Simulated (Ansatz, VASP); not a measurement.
## WS2 (Tungstenite) in two plane-wave programs

Aim: how closely do two programs agree when they are given the same cell, functional and k mesh? The cell is taken from a series of runs on this material, whose earlier steps may have relaxed, scaled, displaced or heated it; both programs get it as it stands.

Main program and level: Ansatz 0.2.0; plane waves, with VASP 6.6.1 beside it; relaxation of cell and atoms at PBEsol with D4 and zone-centre phonons at PBEsol with D4.

## Step 1: The structure

Symmetry: R3m, No. 160, trigonal system. The conventional cell has a = 3.131 Å, b = 3.131 Å, c = 17.907 Å, α = 90.00°, β = 90.00°, γ = 120.00°. Nearest to W lie 6 S at 2.39 Å. Nearest to S lie 3 W at 2.39 Å. Nearest to S lie 3 W at 2.39 Å. Farther neighbours and most contacts between anions are not listed.

Coordinates:

```cif
data_structure
_symmetry_space_group_name_H-M 'R3m:H'
_symmetry_Int_Tables_number 160
_cell_length_a 3.1312
_cell_length_b 3.1312
_cell_length_c 17.9069
_cell_angle_alpha 90.000
_cell_angle_beta 90.000
_cell_angle_gamma 120.000
_cell_volume 152.04
loop_
_atom_site_label
_atom_site_type_symbol
_atom_site_symmetry_multiplicity
_atom_site_Wyckoff_symbol
_atom_site_fract_x
_atom_site_fract_y
_atom_site_fract_z
_atom_site_occupancy
W1 W 3 a 0.00000 0.00000 0.00065 1
S1 S 3 a 0.00000 0.00000 0.24643 1
S2 S 3 a 0.33333 0.66667 0.08828 1
```

## Step 2: Ansatz: relaxation of cell and atoms, PBEsol with D4

Ansatz runs on its PAW soft_1 files.

The relaxed volume is the usual yardstick between codes: in a stiff, nearly cubic crystal its relative difference is about their pressure difference at one cell divided by the bulk modulus.

File input.yaml:

```yaml
crystal:
  lattice:
    - [1.5655849671, 0.9038909022, 5.9689590239]
    - [-1.5655849671, 0.9038909022, 5.9689590239]
    - [0.0, -1.8077818043, 5.9689590239]
  atoms:
    - { symbol: W, position: [0.9993485198, -0.0006514802, -0.0006514802] }
    - { symbol: S, position: [0.7535668109, 0.7535668109, 0.7535668109] }
    - { symbol: S, position: [0.5783846693, 0.5783846693, 0.5783846693] }
kpoints:
  mp_grid: { grid: [12, 12, 12] }
hamiltonian:
  xc: pbesol
  dispersion: d4
  pseudopotentials: { kind: paw, azcp: { folder: soft_1 }, xc_functional: pbe }
scf:
  occupations: { method: fixed }
output:
  forces: true
  stress: true
  eigenvalues: true
relax:
  adjacent_minimum: "off"
  f_tol: 0.001
  max_steps: 60
  cell: { stress_tol: 0.01 }
```

The run is started by

```console
$ ansatz run input.yaml --threads 4 --pin off --max-ram 10240MiB --backend cpu --events-out ev --progress --plain --runs-dir out
```

Numbers of over 12 decimals in the logs are rounded to 6 here.

What it wrote:

```text
basis.fft_grid_basis auto: the FFT boxes are laid along the combinations [[1, 0, -1], [0, 1, -1], [0, 0, 1]] of the cell's own vectors, 3.131, 3.131 and 6.237 Å long. The dense box has 24×24×45 points. Along the cell's own vectors, as sized, it would have 45×45×45, 3.52 times as many. Of the 6 symmetry operations that the crystal satisfies within crystal.symmetry.tolerance (time reversal apart; of a slab, those that  [...]
Engine: ansatz 0.2.0, aarch64-unknown-linux-gnu
Pseudopotentials: kind: paw
Pseudopotential: W, paw, valence charge 14, recommended cutoff 420 eV (normal), soft_1/W.paw.azcp
Pseudopotential: S, paw, valence charge 6, recommended cutoff 420 eV (normal), soft_1/S.paw.azcp
Functional definition: PBEsol
  exchange = pbesol_x
  correlation = pbesol_c
Crystal: 3 atoms, lattice volume = 50.681 Å³
Basis set: ecut = 420 eV, 997 PW (Γ), FFT grids on a1−a3, a2−a3, a3, exchange–correlation on 48×48×90 points (8 copies of the dense FFT grid, shifted against one another)
Bands: 17, of which v1, the nominal top of the filled ones, is band 13 counted from 1 (12 counted from 0)
Symmetry: 6 space group operations
Space group: R3m (ITA 160), of the structure as read, at distance tolerance 3.7e-5 Å
k-points: 189 of 1728 (time reversal used)
Non-local potential: W, projectors of the file, l = 0: 3, l = 1: 2, l = 2: 2, l = 3: 1
Non-local potential: S, projectors of the file, l = 0: 2, l = 1: 2, l = 2: 1
PAW form: soft (Blöchl's): semilocal exchange-correlation on the pseudo side does not see the compensation charge
PAW frozen core: W, regenerated for the run's functional, and the local potential with it (the file was generated under x = pbe(κ = 0.804, μ = 0.219515), c = pbe(β = 0.066725))
PAW frozen core: S, regenerated for the run's functional, and the local potential with it (the file was generated under x = pbe(κ = 0.804, μ = 0.219515), c = pbe(β = 0.066725))
PAW one-centre angular grid: W, 590 points (default); XC on 64 Gauss nodes
PAW one-centre angular grid: S, 110 points (default); XC on 64 Gauss nodes
Initial density: superposition of atomic densities (chi_scale 0.1, normalization cell, long waves kept (reshape's long-wave potential 0.03 eV rms))
Initial wavefunctions: pseudopotential atomic-orbital guess
Functional: x = pbesol(κ = 0.804, μ = 0.123457), c = pbesol(β = 0.046)
SCF iter   1: F=—  HF=-12031.358084 eV  |F-HF|=—  |Δ(HF+E_count)|=         —  Δρ=4.19e-2  dr2=1.67e0  ethr=3.10e-3  ⟨swp⟩=5.0  Hψ=16250  notcnv=0  defer=336
preconditioner: auto → none  [insulator: Δε(μ)=0.760 eV  Ē_g=9.059 eV  n_scr=16 (ndim 8)  ℏωp=22.1 eV  f_vac=0.000  ε∞_Penn≈7.0]
SCF iter   2: F=—  HF=-12031.224709 eV  |F-HF|=—  |Δ(HF+E_count)|=   1.33e-1  Δρ=3.48e-2  dr2=2.03e0  ethr=3.10e-3  ⟨swp⟩=3.0  Hψ=7116  notcnv=0  defer=198
SCF iter   3: F=—  HF=-12030.940972 eV  |F-HF|=—  |Δ(HF+E_count)|=   2.84e-1  Δρ=1.82e-2  dr2=3.53e-1  ethr=3.10e-3  ⟨swp⟩=3.0  Hψ=5718  notcnv=0  defer=317
SCF iter   4: F=—  HF=-12030.881933 eV  |F-HF|=—  |Δ(HF+E_count)|=   5.90e-2  Δρ=7.98e-3  dr2=2.68e-2  ethr=1.36e-3  ⟨swp⟩=1.6  Hψ=4847  notcnv=0  defer=257
SCF iter   5: F=—  HF=-12030.875989 eV  |F-HF|=—  |Δ(HF+E_count)|=   5.94e-3  Δρ=1.32e-3  dr2=4.01e-4  ethr=1.03e-4  ⟨swp⟩=2.2  Hψ=4771  notcnv=0  defer=376
SCF iter   6: F=—  HF=-12030.875950 eV  |F-HF|=—  |Δ(HF+E_count)|=   3.90e-5  Δρ=3.06e-4  dr2=1.13e-4  ethr=1.54e-6  ⟨swp⟩=2.1  Hψ=5289  notcnv=0  defer=378
SCF iter   7: F=—  HF=-12030.875932 eV  |F-HF|=—  |Δ(HF+E_count)|=   1.87e-5  Δρ=1.15e-4  dr2=1.31e-5  ethr=4.33e-7  ⟨swp⟩=2.0  Hψ=4360  notcnv=0  defer=252
SCF iter   8: F=—  HF=-12030.875931 eV  |F-HF|=—  |Δ(HF+E_count)|=   1.11e-6  Δρ=5.45e-5  dr2=1.26e-6  ethr=5.05e-8  ⟨swp⟩=2.1  Hψ=4165  notcnv=0  defer=21
SCF iter   9: F=-12030.875930 eV  HF=-12030.875931 eV  |F-HF|=6.21e-8  |Δ(HF+E_count)|=   1.79e-7  Δρ=1.19e-5  dr2=8.39e-8  ethr=3.85e-10  ⟨swp⟩=7.4  Hψ=21165  notcnv=0
SCF 1 converged in 9 iterations: F = -12030.875930 eV  dr2 = 8.39e-8
  greatest PAW one-centre occupation: 0.999 electrons in one spin orbital (limit 2), on the W atom at site 0 (counted from 0), in its partial waves of l = 0
relax step   1: F+E_penalty+E_count = -12030.87593044 eV  Δ(F+E_penalty+E_count) = +0.000e0 eV  max|allowed force component| = 2.747e-4 eV/Å  Δτ_max = 0.0000 Å  P = -0.010 GPa  Ω = 50.681 Å³  (9 SCF iters, dr2 threshold 1.00e-7 eV, accepted)
[...]
relax step   2: F+E_penalty+E_count = -12030.87593791 eV  Δ(F+E_penalty+E_count) = -7.471e-6 eV  max|allowed force component| = 9.815e-4 eV/Å  Δτ_max = 0.0005 Å  P = +0.003 GPa  Ω = 50.661 Å³  energy of the carried Pulay correction = +6.840e-6 eV  (5 SCF iters, dr2 threshold 9.07e-10 eV, accepted)
[...]
relax step   3: F+E_penalty+E_count = -12030.87592945 eV  Δ(F+E_penalty+E_count) = +8.456e-6 eV  max|allowed force component| = 9.737e-4 eV/Å  Δτ_max = 0.0000 Å  P = +0.003 GPa  Ω = 50.661 Å³  stress off target by 5.63e-3 GPa  SCF on the basis re-selected at this cell (its energy is not comparable with the rows above)  (10 SCF iters)
basis re-selected at this cell: Δ(F+E_penalty+E_count) = +8.456e-6 eV, ΔP = -0.000 GPa vs the last step (what re-selecting the basis moved, of the pressure what is left beyond the Pulay correction that the steps carried, after the strain that the cell walked since its last selection, with what the two solves' SCF thresholds leave and, on support functions, any second-order correction that the steps lacked; it is no m [...]
SCF converged after 10 iterations
Free energy (F): -12030.875929 eV
Harris-Foulkes:  -12030.875929 eV  (|F-HF|=7.28e-12)
Internal energy: -12030.875929 eV  (E = F + TS)
E sigma→0 (E₀):  -12030.875929 eV
Fermi energy:    12.554109 eV
--- Per-component energies (eV) ---
  E_band       = -169.296191
  E_kinetic    = 636.352732
  E_local      = -1573.719437  (includes V_loc(G=0)·N_el)
  E_nonlocal   = 46.963826
  E_hartree    = 651.584782
  E_xc         = -443.504299
  E_vxc        = -398.408487  (∫ρ·V_xc dr)
  E_paw        = -9635.793595  (= ΣΔE_a)
  E_vpaw       = -183.654551  (= ΣTr[D̂ρ^β])
  E_aug_tail   = 0.000155  (compensation charges beyond the density's cutoff)
  E_ewald      = -1712.296635
  E_disp       = -0.809214  (pairwise vdW)
  E_core_change = 0.345757  (= ΣΔE_core)
  E_smearing   = -0.000000  (= −TS)
  E_closure    = 0.000000  (closes the sum)
  Σ components = -12030.875929   (vs F -12030.875929, Δ=0.00e0)
--- Forces (eV/Å), atoms counted from 1 ---
  atom   1  W     -0.00000000     0.00000000     0.00017414
  atom   2  S      0.00000000    -0.00000000    -0.00097367
  atom   3  S      0.00000000     0.00000000     0.00079955
  max |Σ_I F_I| component: 2.86e-8 eV/Å
--- Stress (GPa, compression-positive) ---
        0.005629       0.000000       0.000000
        0.000000       0.005629      -0.000000
        0.000000      -0.000000      -0.003486
  P = ⅓ Tr σ = 0.0026 GPa (0.026 kbar)
--- Band table (eV; the first three rows and the last of 189) ---
  k-point 0: bands = [... 9 lower, 10.1678, 10.1678, 11.0231, 11.1809, 14.6726, 14.6726, 15.0425, 15.0425]
  k-point 1: bands = [... 9 lower, 9.7272, 9.9698, 10.9937, 11.3432, 14.5836, 14.7071, 14.8528, 14.9796]
  k-point 2: bands = [... 9 lower, 9.3804, 9.5146, 10.9135, 11.1921, 13.9632, 14.7067, 14.8973, 15.3856]
  k-point 188: bands = [... 9 lower, 8.8883, 10.2230, 10.2230, 12.5541, 14.7731, 14.7731, 14.8711, 14.8711]
--- Relaxed structure (2 steps of the walk, 2 accepted, 1 SCFs on fresh bases) ---
  F+E_penalty+E_count = -12030.87592945 eV   max|allowed force component| = 9.737e-4 eV/Å   (the final SCF, on the basis selected at the relaxed cell)
  cell:  # Å, volume = 50.6612 Å³
    - [1.565547, 0.903869, 5.966955]
    - [-1.565547, 0.903869, 5.966955]
    - [0, -1.807738, 5.966955]
  atoms:
    - { symbol: W, position: [0.999349, -0.000651449, -0.000651449] }
    - { symbol: S, position: [0.753597, 0.753597, 0.753597] }
    - { symbol: S, position: [0.578355, 0.578355, 0.578355] }
```

The column dr2 measures how far the density is from self-consistency, as an energy; F and HF (Harris–Foulkes) agree once it is small.

## Step 3: VASP: relaxation of cell and atoms, PBEsol with D4

The same cell, functional and mesh now go to VASP, with its own data sets.

Lines of VASP's logs that name or quote its potential files are left out, and so is its time.

File INCAR:

```
SYSTEM = WS2
PREC = Accurate
ENCUT = 600
EDIFF = 1E-07
NELM = 120
ISMEAR = 0
SIGMA = 0.01
LREAL = .FALSE.
ALGO = Normal
GGA = PS
IVDW = 13
NBANDS = 15
LASPH = .TRUE.
LORBIT = 11
LWAVE = .FALSE.
LCHARG = .FALSE.
ISIF = 3
IBRION = 2
NSW = 80
EDIFFG = -0.005
GGA_COMPAT = .FALSE.
NELMIN = 4
EFERMI = MIDGAP
KPAR = 2
```

File POSCAR:

```
WS2
1.0
    1.5655850000      0.9038910000      5.9689590000
   -1.5655850000      0.9038910000      5.9689590000
    0.0000000000     -1.8077820000      5.9689590000
W S
1 2
Direct
    0.9993485184      0.9993485184      0.9993485184
    0.7535668001      0.7535668001      0.7535668001
    0.5783846619      0.5783846619      0.5783846619
```

File KPOINTS:

```
Automatic mesh
0
Gamma
12 12 12
0 0 0
```

Potentials, in the order of the species: W and S (PBE family, release 64).

The run is started by

```console
$ mpirun -np 2 vasp_std
```

What it wrote:

```text
[banner, memory and clock lines left out]
running    2 mpi-ranks, on    1 nodes
 distrk:  each k-point on    1 cores,    2 groups
 distr:  one band on    1 cores,    1 groups

 POSCAR found type information on POSCAR W S
 POSCAR found :  2 types and       3 ions
|                                                                             |
|               ----> ADVICE to this user running VASP <----                  |
|                                                                             |
|     You enforced a specific xc type in the INCAR file but a different       |
|     [... a line on the potential file left out ...]
|     I HOPE YOU KNOW WHAT YOU ARE DOING!                                     |
|                                                                             |

 LDA part: xc-table for (Slater+PW92), standard interpolation
 POSCAR, INCAR and KPOINTS ok, starting setup
 FFT: planning ... GRIDC
 FFT: planning ... GRID_SOFT
 FFT: planning ... GRID
 WAVECAR not read
 entering main loop
       N       E                     dE             d eps       ncg     rms          rms(c)
DAV:   1     0.899028786611E+02    0.89903E+02   -0.88385E+03  5670   0.119E+03
DAV:   2    -0.202120836951E+02   -0.11011E+03   -0.10332E+03  7368   0.251E+02
DAV:   3    -0.265244255914E+02   -0.63123E+01   -0.62440E+01  7693   0.568E+01
DAV:   4    -0.266039032585E+02   -0.79478E-01   -0.79442E-01  7154   0.743E+00
DAV:   5    -0.266053236072E+02   -0.14203E-02   -0.14202E-02  7966   0.973E-01    0.296E+01
DAV:   6    -0.255192519049E+02    0.10861E+01   -0.26367E+00  8603   0.122E+01    0.131E+01
DAV:   7    -0.253668697027E+02    0.15238E+00   -0.86993E-01  6139   0.756E+00    0.674E+00
DAV:   8    -0.253116456877E+02    0.55224E-01   -0.14063E-01  7539   0.321E+00    0.114E+00
DAV:   9    -0.253099311962E+02    0.17145E-02   -0.16040E-02  6874   0.936E-01    0.570E-01
DAV:  10    -0.253090248824E+02    0.90631E-03   -0.74848E-03  7316   0.564E-01    0.174E-01
DAV:  11    -0.253089346854E+02    0.90197E-04   -0.94074E-04  7252   0.209E-01    0.593E-02
DAV:  12    -0.253089375308E+02   -0.28454E-05   -0.23431E-05  7679   0.404E-02    0.454E-02
DAV:  13    -0.253089416445E+02   -0.41137E-05   -0.20339E-05  7462   0.290E-02    0.222E-02
DAV:  14    -0.253089420305E+02   -0.38600E-06   -0.23833E-06  7763   0.110E-02    0.127E-02
DAV:  15    -0.253089419900E+02    0.40553E-07   -0.11330E-07  5782   0.266E-03
   1 F= -.26115225E+02 E0= -.26115225E+02  d E =-.261152E+02
[...]
2 F= -.26114921E+02 E0= -.26114921E+02  d E =0.303890E-03
[...]
3 F= -.26115310E+02 E0= -.26115310E+02  d E =-.850211E-04
[...]
4 F= -.26115336E+02 E0= -.26115336E+02  d E =-.263654E-04
 trial-energy change:   -0.000026  1 .order   -0.000026   -0.000067    0.000015
 step:   0.7121(harm=  0.7066)  dis= 0.00052  next Energy=   -26.115337 (dE=-0.277E-04)
 bond charge predicted
       N       E                     dE             d eps       ncg     rms          rms(c)
DAV:   1    -0.253075376795E+02   -0.55858E-04   -0.97582E-05  5705   0.636E-02    0.707E-03
DAV:   2    -0.253075362811E+02    0.13984E-05   -0.56432E-06  7658   0.193E-02    0.489E-03
DAV:   3    -0.253075359769E+02    0.30420E-06   -0.10745E-06  7007   0.818E-03    0.229E-03
DAV:   4    -0.253075358329E+02    0.14402E-06   -0.27176E-07  5822   0.315E-03    0.151E-03
DAV:   5    -0.253075358197E+02    0.13225E-07   -0.39913E-08  3129   0.150E-03
   5 F= -.26115338E+02 E0= -.26115338E+02  d E =-.281156E-04
 curvature:  -0.39 expect dE=-0.266E-06 dE for cont linesearch -0.203E-07
 trial: gam= 0.05139 g(F)=  0.175E-07 g(S)=  0.665E-06 ort =-0.210E-05 (trialstep = 0.836E+00)
 search vector abs. value=  0.691E-06
 reached required accuracy - stopping structural energy minimisation
```

Parts of OUTCAR (step 3):

```text
ion  position               nearest neighbor table
   1  0.999  0.999  0.999-   2 2.39   2 2.39   2 2.39   3 2.39   3 2.39   3 2.39
   2  0.754  0.754  0.754-   1 2.39   1 2.39   1 2.39
   3  0.578  0.578  0.578-   1 2.39   1 2.39   1 2.39

  LATTYP: Found a trigonal (rhomboedric) cell.
 ALAT       =     6.2367096193
 COS(alpha) =     0.8739704732

 Subroutine GETGRP returns: Found  6 space group operations
 (whereof  6 operations were pure point group operations)

The static configuration has the point symmetry C_3v.

 Found    189 irreducible k-points:

   k-points           NKPTS =    189   k-points in BZ     NKDIM =    189   number of bands    NBANDS=     15

   dimension x,y,z NGX =    50 NGY =   50 NGZ =   50
   dimension x,y,z NGXF=   100 NGYF=  100 NGZF=  100

   ENCUT  =  600.0 eV  44.10 Ry    6.64 a.u.  12.46 12.46 12.46*2*pi/ulx,y,z

   NELECT =      18.0000    total number of electrons

 k-points in reciprocal lattice and weights: Automatic mesh
   0.00000000  0.00000000  0.00000000       0.001
   0.08333333  0.00000000 -0.00000000       0.003
   0.16666667 -0.00000000  0.00000000       0.003
   0.25000000 -0.00000000  0.00000000       0.003
   0.33333333 -0.00000000  0.00000000       0.003
   0.41666667 -0.00000000  0.00000000       0.003
   0.50000000 -0.00000000  0.00000000       0.002
   0.08333333  0.08333333 -0.00000000       0.003
   0.16666667  0.08333333 -0.00000000       0.007
[...]
-0.41666667  0.50000000  0.41666667       0.003
   0.50000000  0.50000000  0.50000000       0.001

 average (electrostatic) potential at core
       1 -38.9916       2 -85.2189       3 -85.2270

 E-fermi :   7.4193

 k-point     1 :       0.0000    0.0000    0.0000
  band No.  band energies     occupation
    ...
      5       3.3982      2.00000
      6       4.6608      2.00000
      7       4.6608      2.00000
      8       5.4768      2.00000
      9       5.6488      2.00000
     10       9.1678      0.00000
     11       9.1678      0.00000
     12       9.5302      0.00000
     13       9.5302      0.00000
     14      11.8492      0.00000
    ...

 k-point     2 :       0.0833    0.0000   -0.0000
  band No.  band energies     occupation
    ...
      5       3.5229      2.00000
      6       4.2153      2.00000
      7       4.4616      2.00000
      8       5.4508      2.00000
      9       5.8085      2.00000
     10       9.0739      0.00000
     11       9.2002      0.00000
     12       9.3438      0.00000
     13       9.4686      0.00000
     14      12.4105      0.00000
    ...

 k-point     3 :       0.1667   -0.0000    0.0000
  band No.  band energies     occupation
    ...
      5       3.3919      2.00000
      6       3.8666      2.00000
      7       4.0039      2.00000
      8       5.3732      2.00000
      9       5.6515      2.00000
     10       8.4458      0.00000
     11       9.1914      0.00000
     12       9.3984      0.00000
     13       9.8728      0.00000
     14      13.4949      0.00000
    ...

  DFT-D4 for vdW energy calculation

  Edisp (eV):   -0.80780

  Total      -0.00123    -0.00123    -0.00619    -0.00000     0.00000     0.00000
  in kB      -0.03912    -0.03912    -0.19606    -0.00000     0.00000     0.00000
  external pressure =       -0.09 kB  Pullay stress =        0.00 kB

  energy-cutoff  :      600.00
  volume of cell :       50.58
      direct lattice vectors                 reciprocal lattice vectors
     1.563893838  0.902914607  5.969789093     0.319714796  0.184587408  0.055836702
    -1.563893838  0.902914607  5.969789093    -0.319714796  0.184587408  0.055836702
     0.000000000 -1.805829214  5.969789093     0.000000000 -0.369174815  0.055836702

 POSITION                                       TOTAL-FORCE (eV/Angst)
 -----------------------------------------------------------------------------------
      0.00000      0.00000     17.89772        -0.000000     -0.000000     -0.000123
      0.00000      0.00000     13.49616         0.000000      0.000000      0.000474
      0.00000      0.00000     10.35822        -0.000000     -0.000000     -0.000351
 -----------------------------------------------------------------------------------
    total drift:                                0.000000      0.000001      0.000126

  FREE ENERGIE OF THE ION-ELECTRON SYSTEM (eV)
  ---------------------------------------------------
  free  energy   TOTEN  =       -26.1153378637 eV

  energy  without entropy=      -26.1153378637  energy(sigma->0) =      -26.11533786

 reached required accuracy - stopping structural energy minimisation

 total charge
# of ion       s       p       d       tot
------------------------------------------
    1        0.574   0.740   4.342   5.656
    2        1.355   2.349   0.000   3.704
    3        1.356   2.348   0.000   3.704
--------------------------------------------------
tot          3.285   5.437   4.342  13.063

[... 3 further parts left out ...]
```

This run has no spin polarisation, so a moment on W, if there is one, isn't seen. The data set W keeps the semicore shell frozen, which is cheaper and a little less accurate.

## Step 4: Differences

Known differences besides the potentials themselves: fixed occupations in Ansatz, narrow Gaussian smearing in VASP; the data sets hold 26 valence electrons in Ansatz (on its PAW soft_1 files) and 18 in VASP; the cutoff is 420 eV in Ansatz and 600 eV in VASP; Ansatz makes its cores anew for this functional, VASP keeps those of its PBE data sets; Ansatz adds a Pulay correction to the stress that steers its cell, VASP none. Total energies have different zeros and are not compared.

Both answers:

```
                                         quantity  Ansatz   VASP  difference
                                      volume (Å³)   50.66  50.58     +0.16 %
edge a after relaxation, in the typed setting (Å)   6.235  6.237     -0.03 %
```

(Continued in part 2 of 2.)

[Lines on the potential files, build, host, timing and source positions are cut from VASP's logs without a mark.]

[Logs are printed without paths, hosts, clocks, repeated set-up lines and the standing remarks that a program may print on its own settings, such as how far it seeks lower states.]

[Hosts, paths, dates, database ids (printed as entryN), source tags and the programs' standing remarks are cut or masked in the printed files.]
